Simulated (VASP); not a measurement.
Level of theory: rev-vdW-DF2, VASP's PBE PAW potentials (set 64) (plane waves; VASP).

VASP ran on this input.

**KPOINTS**
```
Regular mesh
0
gamma
  12 12 9
```

### POSCAR
```
CuAu
1.0
  2.8000000000   0.0000000000   0.0000000000
  0.0000000000   2.8000000000   0.0000000000
  0.0000000000   0.0000000000   3.6700000000
Cu Au
1 1
Cartesian
  0.0000000000   0.0000000000   0.0000000000
  1.4000000000   1.4000000000   1.8350000000
```

INCAR:
```
! general
SYSTEM   = CuAu
PREC     = Accurate
ENCUT    = 520
LREAL    = .False.
LASPH    = .True.

! electronic loop
EDIFF    = 1E-6
NELM     = 100
ALGO     = Normal
LMAXMIX  = 6

! smearing
ISMEAR   = 1
SIGMA    = 0.1

! functional
GGA      = MK
LUSE_VDW = .True.
AGGAC    = 0.0
PARAM1   = 0.1234568
PARAM2   = 0.7114
ZAB_VDW  = -1.8867

! ions
IBRION   = 2
NSW      = 60
ISIF     = 3
EDIFFG   = -0.01

! output
LWAVE    = .False.
LCHARG   = .False.
```

POTCAR, in this order: Cu Au (PBE.64 set). Program: vasp_std.

The run wrote:

OUTCAR:
```
 ion  position               nearest neighbor table
   1  0.000  0.000  0.000-   2 2.70   2 2.70   2 2.70   2 2.70   2 2.70   2 2.70   2 2.70   2 2.70
  LATTYP: Found a simple tetragonal cell.
 ALAT       =     2.8000000000
 C/A-ratio  =     1.3107142857
 Subroutine PRICEL returns:
 Original cell was already a primitive cell.
 Subroutine GETGRP returns: Found 16 space group operations
The static configuration has the point symmetry D_4h.
The dynamic configuration has the point symmetry D_4h.
 Subroutine INISYM returns: Found 16 space group operations
 Subroutine IBZKPT returns following result:
 Found    140 irreducible k-points:

 Following reciprocal coordinates:
            Coordinates               Weight
  0.000000  0.000000  0.000000      1.000000
  0.083333  0.000000  0.000000      4.000000
  0.166667  0.000000  0.000000      4.000000
  0.250000  0.000000  0.000000      4.000000
  0.333333  0.000000  0.000000      4.000000
  0.416667  0.000000  0.000000      4.000000
  0.500000  0.000000  0.000000      2.000000
  0.083333  0.083333  0.000000      4.000000
  0.166667  0.083333  0.000000      8.000000
  0.250000  0.083333  0.000000      8.000000
  0.333333  0.083333  0.000000      8.000000
  0.416667  0.083333  0.000000      8.000000
  0.500000  0.083333  0.000000      4.000000
  0.166667  0.166667  0.000000      4.000000
  0.250000  0.166667  0.000000      8.000000
  0.333333  0.166667  0.000000      8.000000
  0.416667  0.166667  0.000000      8.000000
  0.500000  0.166667  0.000000      4.000000
  0.250000  0.250000  0.000000      4.000000
  0.333333  0.250000  0.000000      8.000000
  0.416667  0.250000  0.000000      8.000000
  0.500000  0.250000  0.000000      4.000000
  0.333333  0.333333  0.000000      4.000000
  0.416667  0.333333  0.000000      8.000000
...
```

### OSZICAR
```
...
DAV:   8    -0.234731170590E+01    0.75225E-01   -0.28517E-01  5461   0.157E+01    0.284E+00
DAV:   9    -0.234051981985E+01    0.67919E-02   -0.21313E-02  6493   0.292E+00    0.206E-01
DAV:  10    -0.233990369485E+01    0.61612E-03   -0.45535E-03  5369   0.961E-01    0.106E-01
DAV:  11    -0.233988333099E+01    0.20364E-04   -0.13024E-04  5245   0.138E-01    0.360E-02
DAV:  12    -0.233987969135E+01    0.36396E-05   -0.95377E-06  6405   0.961E-02    0.301E-03
DAV:  13    -0.233987957609E+01    0.11527E-06   -0.37174E-07  2807   0.178E-02
   1 F= -.23398796E+01 E0= -.23396361E+01  d E =-.233988E+01
       N       E                     dE             d eps       ncg     rms          rms(c)
DAV:   1    -0.295700206238E+01   -0.61712E+00   -0.10088E+01  4320   0.688E+01    0.572E+00
DAV:   2    -0.252081174512E+01    0.43619E+00   -0.37719E+00  4252   0.657E+01    0.281E+00
DAV:   3    -0.239769433341E+01    0.12312E+00   -0.16325E+00  4436   0.406E+01    0.272E+00
DAV:   4    -0.235106050683E+01    0.46634E-01   -0.10314E-01  5373   0.134E+01    0.135E+00
DAV:   5    -0.234228339226E+01    0.87771E-02   -0.34044E-02  5807   0.661E+00    0.233E-01
DAV:   6    -0.234180613692E+01    0.47726E-03   -0.49253E-03  6396   0.215E+00    0.373E-02
DAV:   7    -0.234181797577E+01   -0.11839E-04   -0.82878E-05  5179   0.866E-02    0.746E-03
DAV:   8    -0.234181648420E+01    0.14916E-05   -0.57310E-06  5124   0.689E-02    0.321E-03
DAV:   9    -0.234181667717E+01   -0.19297E-06   -0.38969E-07  2471   0.214E-02
   2 F= -.23418167E+01 E0= -.23417540E+01  d E =-.193710E-02
       N       E                     dE             d eps       ncg     rms          rms(c)
DAV:   1    -0.248249226124E+01   -0.14068E+00   -0.20658E+00  4303   0.300E+01    0.289E+00
DAV:   2    -0.242104542309E+01    0.61447E-01   -0.12120E+00  4232   0.343E+01    0.190E+00
DAV:   3    -0.235257632828E+01    0.68469E-01   -0.44177E-01  4575   0.291E+01    0.971E-01
DAV:   4    -0.234826828983E+01    0.43080E-02   -0.20054E-02  6193   0.371E+00    0.535E-01
DAV:   5    -0.234705263689E+01    0.12157E-02   -0.47253E-03  6421   0.198E+00    0.116E-01
DAV:   6    -0.234690474994E+01    0.14789E-03   -0.80572E-04  6367   0.663E-01    0.145E-02
DAV:   7    -0.234690793651E+01   -0.31866E-05   -0.22158E-05  6304   0.818E-02    0.778E-03
DAV:   8    -0.234690683763E+01    0.10989E-05   -0.19969E-06  2858   0.368E-02    0.116E-03
DAV:   9    -0.234690683739E+01    0.23692E-09   -0.43517E-07  2317   0.662E-03
   3 F= -.23469068E+01 E0= -.23468519E+01  d E =-.702726E-02
       N       E                     dE             d eps       ncg     rms          rms(c)
DAV:   1    -0.235360215615E+01   -0.66953E-02   -0.26457E-01  4571   0.498E+00    0.468E-01
DAV:   2    -0.235038520922E+01    0.32169E-02   -0.50922E-03  6212   0.210E+00    0.287E-01
DAV:   3    -0.234940310270E+01    0.98211E-03   -0.56990E-03  4912   0.272E+00    0.233E-01
DAV:   4    -0.234858921870E+01    0.81388E-03   -0.25756E-03  5559   0.178E+00    0.354E-02
DAV:   5    -0.234859629643E+01   -0.70777E-05   -0.10700E-04  4693   0.110E-01    0.231E-02
DAV:   6    -0.234859626296E+01    0.33468E-07   -0.85187E-06  5515   0.854E-02
   4 F= -.23485963E+01 E0= -.23485746E+01  d E =-.168943E-02
       N       E                     dE             d eps       ncg     rms          rms(c)
DAV:   1    -0.239622694716E+01   -0.47631E-01   -0.23982E+00  4571   0.150E+01    0.140E+00
DAV:   2    -0.236717435765E+01    0.29053E-01   -0.42401E-02  6137   0.589E+00    0.846E-01
DAV:   3    -0.235779901347E+01    0.93753E-02   -0.49173E-02  5021   0.783E+00    0.657E-01
DAV:   4    -0.235132462760E+01    0.64744E-02   -0.22280E-02  5424   0.545E+00    0.107E-01
DAV:   5    -0.235138740928E+01   -0.62782E-04   -0.95007E-04  4776   0.329E-01    0.695E-02
DAV:   6    -0.235138772061E+01   -0.31133E-06   -0.83382E-05  6128   0.265E-01    0.180E-02
DAV:   7    -0.235138331423E+01    0.44064E-05   -0.19590E-05  5583   0.159E-01    0.370E-03
DAV:   8    -0.235138335605E+01   -0.41823E-07   -0.44781E-07  2353   0.117E-02
   5 F= -.23513834E+01 E0= -.23513512E+01  d E =-.447652E-02
       N       E                     dE             d eps       ncg     rms          rms(c)
DAV:   1    -0.235983461703E+01   -0.84513E-02   -0.42944E-01  4557   0.628E+00    0.591E-01
DAV:   2    -0.235457710976E+01    0.52575E-02   -0.69982E-03  6162   0.225E+00    0.351E-01
DAV:   3    -0.235271527844E+01    0.18618E-02   -0.75444E-03  5203   0.305E+00    0.246E-01
DAV:   4    -0.235180662812E+01    0.90865E-03   -0.36054E-03  5281   0.217E+00    0.431E-02
DAV:   5    -0.235181596109E+01   -0.93330E-05   -0.13829E-04  4577   0.117E-01    0.280E-02
DAV:   6    -0.235181594901E+01    0.12074E-07   -0.12681E-05  5992   0.934E-02    0.632E-03
DAV:   7    -0.235181529207E+01    0.65695E-06   -0.23133E-06  3209   0.542E-02
   6 F= -.23518153E+01 E0= -.23518477E+01  d E =-.490845E-02
       N       E                     dE             d eps       ncg     rms          rms(c)
DAV:   1    -0.235342779911E+01   -0.16119E-02   -0.84327E-02  4543   0.277E+00    0.262E-01
DAV:   2    -0.235237838987E+01    0.10494E-02   -0.12991E-03  6171   0.921E-01    0.154E-01
DAV:   3    -0.235198414739E+01    0.39424E-03   -0.13054E-03  5443   0.125E+00    0.998E-02
DAV:   4    -0.235183873508E+01    0.14541E-03   -0.63530E-04  5237   0.908E-01    0.191E-02
DAV:   5    -0.235184012580E+01   -0.13907E-05   -0.22518E-05  4453   0.484E-02    0.122E-02
DAV:   6    -0.235184008232E+01    0.43475E-07   -0.18885E-06  3643   0.375E-02
   7 F= -.23518401E+01 E0= -.23518472E+01  d E =-.493324E-02
       N       E                     dE             d eps       ncg     rms          rms(c)
DAV:   1    -0.235207193993E+01   -0.23181E-03   -0.11954E-02  4543   0.105E+00    0.992E-02
DAV:   2    -0.235192234054E+01    0.14960E-03   -0.18520E-04  6157   0.346E-01    0.582E-02
DAV:   3    -0.235186547390E+01    0.56867E-04   -0.18207E-04  5474   0.466E-01    0.372E-02
DAV:   4    -0.235184546512E+01    0.20009E-04   -0.89341E-05  5215   0.338E-01    0.713E-03
DAV:   5    -0.235184564046E+01   -0.17534E-06   -0.30509E-06  3933   0.184E-02
   8 F= -.23518456E+01 E0= -.23518690E+01  d E =-.493880E-02
       N       E                     dE             d eps       ncg     rms          rms(c)
DAV:   1    -0.239907376793E+01   -0.47228E-01   -0.75038E-01  4280   0.180E+01    0.168E+00
DAV:   2    -0.237239539419E+01    0.26678E-01   -0.39425E-01  4216   0.198E+01    0.983E-01
DAV:   3    -0.235339410696E+01    0.19001E-01   -0.14854E-01  4484   0.159E+01    0.564E-01
DAV:   4    -0.235157976198E+01    0.18143E-02   -0.72560E-03  5937   0.249E+00    0.304E-01
DAV:   5    -0.235118329313E+01    0.39647E-03   -0.20224E-03  6320   0.141E+00    0.884E-02
DAV:   6    -0.235111403955E+01    0.69254E-04   -0.35223E-04  6403   0.480E-01    0.910E-03
DAV:   7    -0.235111447280E+01   -0.43325E-06   -0.13393E-05  6274   0.537E-02    0.363E-03
DAV:   8    -0.235111406273E+01    0.41007E-06   -0.64168E-07  2289   0.105E-02
   9 F= -.23511141E+01 E0= -.23511488E+01  d E =0.731578E-03
       N       E                     dE             d eps       ncg     rms          rms(c)
DAV:   1    -0.237541315925E+01   -0.24299E-01   -0.37016E-01  4296   0.128E+01    0.115E+00
DAV:   2    -0.236121862673E+01    0.14195E-01   -0.17621E-01  4208   0.136E+01    0.643E-01
DAV:   3    -0.235343055232E+01    0.77881E-02   -0.71286E-02  4400   0.975E+00    0.429E-01
DAV:   4    -0.235227265705E+01    0.11579E-02   -0.35220E-03  5497   0.202E+00    0.225E-01
DAV:   5    -0.235204281123E+01    0.22985E-03   -0.10812E-03  6093   0.110E+00    0.653E-02
DAV:   6    -0.235201194397E+01    0.30867E-04   -0.18085E-04  6411   0.374E-01    0.558E-03
DAV:   7    -0.235201252708E+01   -0.58311E-06   -0.73535E-06  6122   0.519E-02
  10 F= -.23520125E+01 E0= -.23520412E+01  d E =-.166887E-03
```

### OUTCAR
```
------------------------ aborting loop because EDIFF is reached ----------------------------------------
  FORCE on cell =-STRESS in cart. coord.  units (eV):
  Direction    XX          YY          ZZ          XY          YZ          ZX
  --------------------------------------------------------------------------------------
  Total        0.0111934      0.0111934      0.0057497      0.0000000      0.0000000     -0.0000000
  in kB        0.6112022      0.6112022      0.3139558      0.0000000      0.0000000     -0.0000000
  external PRESSURE =       0.5121201 kB  Pullay stress =       0.0000000 kB
  volume of cell :       29.34
      direct lattice vectors                 reciprocal lattice vectors
     2.866496244  0.000000000  0.000000000     0.348857949 -0.000000000 -0.000000000
    -0.000000000  2.866496244 -0.000000000     0.000000000  0.348857949 -0.000000000
     0.000000000  0.000000000  3.570954827     0.000000000  0.000000000  0.280037146
 POSITION                                       TOTAL-FORCE (eV/Angst)
 -----------------------------------------------------------------------------------
      0.00000      0.00000      0.00000         0.000000      0.000000      0.000000
      1.43325      1.43325      1.78548        -0.000000     -0.000000      0.000000
 -----------------------------------------------------------------------------------
    total drift:                                0.000000      0.000000     -0.000000
  FREE ENERGIE OF THE ION-ELECTRON SYSTEM (eV)
  ---------------------------------------------------
  free  energy   TOTEN  =        -2.3520125271 eV

  energy  without entropy=       -2.3520986601  energy(sigma->0) =       -2.35204124

 reached required accuracy - stopping structural energy minimisation
```
(Selected blocks of OUTCAR.)

CONTCAR:
```
CuAu
   1.00000000000000
     2.8664962442323851    0.0000000000000000    0.0000000000000000
    -0.0000000000000000    2.8664962442323851   -0.0000000000000001
     0.0000000000000001    0.0000000000000000    3.5709548270279443
  Cu              Au
     1     1
Direct
     0.0000000000000000    0.0000000000000000    0.0000000000000000
     0.5000000000000000    0.5000000000000000    0.5000000000000000
```

The compound is CuAu in the L1_0 structure. This run relaxes it. Symmetry was kept, so distortions that lower it aren't found.
